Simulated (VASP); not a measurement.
# CaYS6 (Pm-3m) in VASP: single point with PBE

Aim: the single point of CaYS6 with PBE.

All numbers are computed with VASP 6.6.1; they aren't measurements. Logs are shortened: lines on timing, memory, paths and dates and some standing lists are left out, and cuts for length are marked.

### Step 1. The cell of the first run

Symmetry: Pm-3m, No. 221, cubic system. The conventional cell has a = 5.536 Å, b = 5.536 Å, c = 5.536 Å, α = 90.00°, β = 90.00°, γ = 90.00°. Ca (site symmetry m-3m) is surrounded by 6 S at 2.77 Å. Y (site symmetry m-3m) is surrounded by 6 S at 2.77 Å. S (site symmetry 4/mmm) is surrounded by 2 Y at 2.77 Å and 4 S at 2.77 Å. S (site symmetry 4/mmm) has 2 Ca at 2.77 Å and 4 S at 2.77 Å as nearest neighbours.

The cell was built by a generator and needn't be a form met in nature.

### Step 2. Single point, PBE (random cell by space group and Wyckoff sites (Pm-3m, No. 221))

INCAR

```
SYSTEM = CaYS6
  PREC = Accurate
  ENCUT = 520
  EDIFF = 1E-7
  ISMEAR = 0
  SIGMA = 0.1
  LREAL = .False.
  LASPH = .True.
  NELM = 100
  ALGO = Fast
  ISIF = 2
  LWAVE = .False.
  LCHARG = .False.
  GGA = PE
  NBANDS = 38
```

KPOINTS

```
regular mesh
0
Gamma
  8 8 8
  0 0 0
```

POSCAR

```
CaYS6
1.0
    5.5364538201      0.0000000000      0.0000000000
    0.0000000000      5.5364538201      0.0000000000
    0.0000000000      0.0000000000      5.5364538201
Ca Y S
1 1 6
Direct
    0.0000000000      0.0000000000      0.0000000000
    0.5000000000      0.5000000000      0.5000000000
    0.0000000000      0.5000000000      0.5000000000
    0.5000000000      0.0000000000      0.5000000000
    0.5000000000      0.5000000000      0.0000000000
    0.5000000000      0.0000000000      0.0000000000
    0.0000000000      0.5000000000      0.0000000000
    0.0000000000      0.0000000000      0.5000000000
```

Potentials or basis: VASP PAW PBE potentials, release 64 (Ca_sv, Y_sv, S).

Started as:

```sh
> cat potpaw_PBE.64/Ca_sv/POTCAR potpaw_PBE.64/Y_sv/POTCAR potpaw_PBE.64/S/POTCAR > POTCAR
> mpirun -np 1 vasp_std > vasp.out
```

OUTCAR:

```text
SYSTEM = CaYS6
   PREC = Accurate
   ENCUT = 520
   EDIFF = 1E-7
   ISMEAR = 0
   LREAL = .False.
   LASPH = .True.
   NELM = 100
   ISIF = 2
   GGA = PE

 ion  position               nearest neighbor table
   1  0.000  0.000  0.000-   6 2.77   7 2.77   8 2.77   8 2.77   7 2.77   6 2.77
   2  0.500  0.500  0.500-   3 2.77   4 2.77   5 2.77   5 2.77   4 2.77   3 2.77
   3  0.000  0.500  0.500-   2 2.77   7 2.77   8 2.77   7 2.77   8 2.77   2 2.77
   4  0.500  0.000  0.500-   2 2.77   6 2.77   8 2.77   6 2.77   2 2.77   8 2.77
   5  0.500  0.500  0.000-   2 2.77   6 2.77   7 2.77   2 2.77   6 2.77   7 2.77
   6  0.500  0.000  0.000-   1 2.77   4 2.77   5 2.77   4 2.77   5 2.77   1 2.77
   7  0.000  0.500  0.000-   1 2.77   3 2.77   5 2.77   3 2.77   1 2.77   5 2.77
   8  0.000  0.000  0.500-   1 2.77   3 2.77   4 2.77   1 2.77   3 2.77   4 2.77

  LATTYP: Found a simple cubic cell.
 ALAT       =     5.5364538201

  Lattice vectors:

 A1 = (   5.5364538201,   0.0000000000,   0.0000000000)
 A2 = (   0.0000000000,   5.5364538201,   0.0000000000)
 A3 = (   0.0000000000,   0.0000000000,   5.5364538201)

Analysis of symmetry for initial positions (statically):
=====================================================================
 Subroutine PRICEL returns:
 Original cell was already a primitive cell.

 Routine SETGRP: Setting up the symmetry group for a
 simple cubic supercell.

 Subroutine GETGRP returns: Found 48 space group operations
 (whereof 48 operations were pure point group operations)
 out of a pool of 48 trial point group operations.

The static configuration has the point symmetry O_h .

Analysis of symmetry for dynamics (positions and initial velocities):
=====================================================================
 Subroutine PRICEL returns:
 Original cell was already a primitive cell.

 Routine SETGRP: Setting up the symmetry group for a
 simple cubic supercell.

 Subroutine GETGRP returns: Found 48 space group operations
 (whereof 48 operations were pure point group operations)
 out of a pool of 48 trial point group operations.

The dynamic configuration has the point symmetry O_h .

 Subroutine INISYM returns: Found 48 space group operations
 (whereof 48 operations are pure point group operations),
 and found     1 'primitive' translations

----------------------------------------------------------------------------------------

                                     Primitive cell

  volume of cell :     169.7052

  direct lattice vectors                    reciprocal lattice vectors
     5.536453820  0.000000000  0.000000000     0.180621032  0.000000000  0.000000000
     0.000000000  5.536453820  0.000000000     0.000000000  0.180621032  0.000000000
     0.000000000  0.000000000  5.536453820     0.000000000  0.000000000  0.180621032

  length of vectors
     5.536453820  5.536453820  5.536453820     0.180621032  0.180621032  0.180621032

  position of ions in fractional coordinates (direct lattice)
     0.000000000  0.000000000  0.000000000
     0.500000000  0.500000000  0.500000000
     0.000000000  0.500000000  0.500000000
     0.500000000  0.000000000  0.500000000
     0.500000000  0.500000000  0.000000000
     0.500000000  0.000000000  0.000000000
     0.000000000  0.500000000  0.000000000
     0.000000000  0.000000000  0.500000000

  ion indices of the primitive-cell ions
   primitive index   ion index
                 1           1
                 2           2
                 3           3
                 4           4
                 5           5
                 6           6
                 7           7
                 8           8

----------------------------------------------------------------------------------------

 KPOINTS: regular mesh

Automatic generation of k-mesh.
 Grid dimensions read from file:
 generate k-points for:    8    8    8

 Generating k-lattice:

  Cartesian coordinates                     Fractional coordinates (reciprocal lattice)
     0.022577629  0.000000000  0.000000000     0.125000000  0.000000000  0.000000000
     0.000000000  0.022577629  0.000000000     0.000000000  0.125000000  0.000000000
     0.000000000  0.000000000  0.022577629     0.000000000  0.000000000  0.125000000

  Length of vectors
     0.022577629  0.022577629  0.022577629

  Shift w.r.t. Gamma in fractional coordinates (k-lattice)
     0.000000000  0.000000000  0.000000000

 Subroutine IBZKPT returns following result:
 ===========================================

 Found     35 irreducible k-points:

 Following reciprocal coordinates:
            Coordinates               Weight
  0.000000  0.000000  0.000000      1.000000
  0.125000  0.000000  0.000000      6.000000
  0.250000  0.000000  0.000000      6.000000
  0.375000  0.000000  0.000000      6.000000
  0.500000  0.000000  0.000000      3.000000
  0.125000  0.125000  0.000000     12.000000
[... 16 lines left out ...]
  0.375000  0.375000  0.125000     24.000000
  0.500000  0.375000  0.125000     24.000000
 [... further k-points ...]
   k-points           NKPTS =     35   k-points in BZ     NKDIM =     35   number of bands    NBANDS=     38
   number of dos      NEDOS =    301   number of ions     NIONS =      8
   total plane-waves  NPLWV =  74088
   dimension x,y,z NGX =    42 NGY =   42 NGZ =   42
   dimension x,y,z NGXF=    84 NGYF=   84 NGZF=   84
   ions per type =               1   1   6
   NGX,Y,Z   is equivalent  to a cutoff of  12.61, 12.61, 12.61 a.u.
   NGXF,Y,Z  is equivalent  to a cutoff of  25.22, 25.22, 25.22 a.u.
 SYSTEM =  CaYS6
   PREC   = accura    normal or accurate (medium, high low for compatibility)
   ISTART =      0    job   : 0-new  1-cont  2-samecut
   ICHARG =      2    charge: 1-file 2-atom 10-const
   ISPIN  =      1    spin polarized calculation?
   LNONCOLLINEAR =      F non collinear calculations
   LSORBIT =      F    spin-orbit coupling
   LASPH  =      T    aspherical Exc in radial PAW
   ENCUT  =  520.0 eV  38.22 Ry    6.18 a.u.  10.29 10.29 10.29*2*pi/ulx,y,z
   NELM   =    100;   NELMIN=  2; NELMDL= -5     # of ELM steps
   EDIFF  = 0.1E-06   stopping-criterion for ELM
   LREAL  =      F    real-space projection
   EDIFFG = 0.1E-05   stopping-criterion for IOM
   NSW    =      0    number of steps for IOM
   IBRION =     -1    ionic relax: 0-MD 1-quasi-New 2-CG
   NFREE  =      0    steps in history (QN), initial steepest desc. (CG)
   ISIF   =      2    stress and relaxation
   ISYM   =      2    0-nonsym 1-usesym 2-fastsym
   POTIM  = 0.5000    time-step for ionic-motion
   TEBEG  =    0.0;   TEEND  =   0.0 temperature during run
   PSTRESS=    0.0 pullay stress
   NELECT =      57.0000    total number of electrons
   NUPDOWN=      -1.0000    fix difference up-down
   EMIN   =  10.00;   EMAX   =-10.00  energy-range for DOS
   EFERMI =   0.00;   METHOD = LEGACY
   ISMEAR =     0;   SIGMA  =   0.10  broadening in eV -4-tet -1-fermi 0-gaus
   EFERMI_NEDOS =   21; number of points for ismear=-14 and -15
   IALGO  =     68    algorithm
   IMIX   =      4    mixing-type and parameters
     AMIX     =   0.40;   BMIX     =  1.00
     AMIX_MAG =   1.60;   BMIX_MAG =  1.00
  volume/ion in A,a.u.               =      21.21       143.15
  Fermi-wavevector in a.u.,A,eV,Ry     =   1.137980  2.150471 17.619535  1.294999
  Thomas-Fermi vector in A             =   2.274685
   LORBIT       =      0    0 simple, 1 ext, 2 COOP (PROOUT), +10 PAW based schemes
   GGA     = PE    functional components
   LHFCALC =     F    Hartree Fock is set to
   AEXX    =    0.0000 exact exchange contribution
   IVDW    =     0    specifies the selected vdW correction
   LEPSILON=     F    determine dielectric tensor
   LRPA    =     F    only Hartree local field effects (RPA)
 non-spin polarized calculation
 RMM-DIIS sequential band-by-band and
 Gauss-broadening in eV      SIGMA  =   0.10
  energy-cutoff  :      520.00
  volume of cell :      169.71
 maximum number of plane-waves:      4632
 NGX is ok and might be reduce to    42
   NGX = 21   NGY = 21   NGZ = 21

 number of electron      57.0000021 magnetization

 Free energy of the ion-electron system (eV)
  ---------------------------------------------------
  ext. energy  EPLUGINS =         0.00000000
  ---------------------------------------------------
  free energy    TOTEN  =       -38.90214246 eV

  energy without entropy =      -38.86588369  energy(sigma->0) =      -38.88401307

 E-fermi :   5.2513     XC(G=0):  -9.7772

 val. band max:        5.2491239704   @ k =   0.5000   0.3750   0.2500
 cond. band min:       5.2535631474   @ k =   0.3750   0.2500   0.2500
 fundamental gap:      0.0044391769
 Fermi energy:         5.2512913917

 k-point     1 :       0.0000    0.0000    0.0000
  band No.  band energies     occupation
      1     -38.7499      2.00000
      2     -35.2273      2.00000
      3     -18.7208      2.00000
      4     -18.7208      2.00000
      5     -18.7208      2.00000
      6     -16.2975      2.00000
[... 30 lines left out ...]
     37       8.1399      0.00000
     38       8.1437      0.00000

 k-point     2 :       0.1250    0.0000    0.0000
  band No.  band energies     occupation
      1     -38.7499      2.00000
      2     -35.2273      2.00000
      3     -18.7236      2.00000
      4     -18.7208      2.00000
      5     -18.7208      2.00000
      6     -16.3003      2.00000
[... 30 lines left out ...]
     37       8.2891      0.00000
     38       8.2951      0.00000

 k-point     3 :       0.2500    0.0000    0.0000
  band No.  band energies     occupation
      1     -38.7499      2.00000
      2     -35.2272      2.00000
      3     -18.7302      2.00000
      4     -18.7206      2.00000
      5     -18.7206      2.00000
      6     -16.3070      2.00000
[... 30 lines left out ...]
     37       8.6713      0.00000
     38       9.5697      0.00000

 k-point     4 :       0.3750    0.0000    0.0000
  band No.  band energies     occupation
      1     -38.7498      2.00000
      2     -35.2272      2.00000
      3     -18.7368      2.00000
      4     -18.7205      2.00000
      5     -18.7205      2.00000
      6     -16.3136      2.00000
[... 30 lines left out ...]
     37       9.0479      0.00000
     38       9.3417      0.00000
[... 703 lines left out ...]
      4     -18.7297      2.00000
      5     -18.7230      2.00000
      6     -16.3158      2.00000
[... 30 lines left out ...]
     37       9.3416      0.00000
     38       9.6157      0.00000

 k-point    23 :       0.3750    0.3750    0.1250
  band No.  band energies     occupation
      1     -38.7497      2.00000
      2     -35.2271      2.00000
      3     -18.7363      2.00000
      4     -18.7363      2.00000
      5     -18.7229      2.00000
      6     -16.3129      2.00000
[... 30 lines left out ...]
     37       9.7616      0.00000
     38       9.9192      0.00000

 k-point    24 :       0.5000    0.3750    0.1250
  band No.  band energies     occupation
      1     -38.7497      2.00000
      2     -35.2270      2.00000
      3     -18.7390      2.00000
      4     -18.7362      2.00000
      5     -18.7228      2.00000
      6     -16.3155      2.00000
[... 30 lines left out ...]
     37       9.9069      0.00000
     38      10.0314      0.00000

 [... further k-points ...]

------------------------ aborting loop because EDIFF is reached ----------------------------------------

  FORCE on cell =-STRESS in cart. coord.  units (eV):
  Direction    XX          YY          ZZ          XY          YZ          ZX
  --------------------------------------------------------------------------------------
  -------------------------------------------------------------------------------------
  Total       -0.0221992     -0.0221992     -0.0221992     -0.0000000     -0.0000000     -0.0000000
  in kB       -0.2095811     -0.2095811     -0.2095811     -0.0000000     -0.0000000     -0.0000000
  external PRESSURE =      -0.2095811 kB  Pullay stress =       0.0000000 kB

 VOLUME and BASIS-vectors are now :
 -----------------------------------------------------------------------------
  energy-cutoff  :      520.00
  volume of cell :      169.71
      direct lattice vectors                 reciprocal lattice vectors
     5.536453820  0.000000000  0.000000000     0.180621032  0.000000000  0.000000000
     0.000000000  5.536453820  0.000000000     0.000000000  0.180621032  0.000000000
     0.000000000  0.000000000  5.536453820     0.000000000  0.000000000  0.180621032

 POSITION                                       TOTAL-FORCE (eV/Angst)
 -----------------------------------------------------------------------------------
      0.00000      0.00000      0.00000         0.000000      0.000000      0.000000
      2.76823      2.76823      2.76823         0.000000      0.000000      0.000000
      0.00000      2.76823      2.76823         0.000000      0.000000      0.000000
      2.76823      0.00000      2.76823         0.000000      0.000000      0.000000
      2.76823      2.76823      0.00000         0.000000      0.000000      0.000000
      2.76823      0.00000      0.00000         0.000000      0.000000      0.000000
      0.00000      2.76823      0.00000         0.000000      0.000000      0.000000
      0.00000      0.00000      2.76823         0.000000      0.000000      0.000000
 -----------------------------------------------------------------------------------
    total drift:                                0.000000      0.000000     -0.000000

  FREE ENERGIE OF THE ION-ELECTRON SYSTEM (eV)
  ---------------------------------------------------
  free  energy   TOTEN  =       -38.9021424626 eV

  energy  without entropy=      -38.8658836854  energy(sigma->0) =      -38.88401307
```

Run time: 11 min. Hardware: 1 thread of AMD EPYC 7R13 (Zen 3), shared host; peak memory 0.38 GiB.

Results:

| Property | Result |
| --- | --- |
| Free energy | -38.9021 eV |
| Pressure | 0.0 GPa |
| Band gap on the k mesh | none (metal or under the smearing width) |
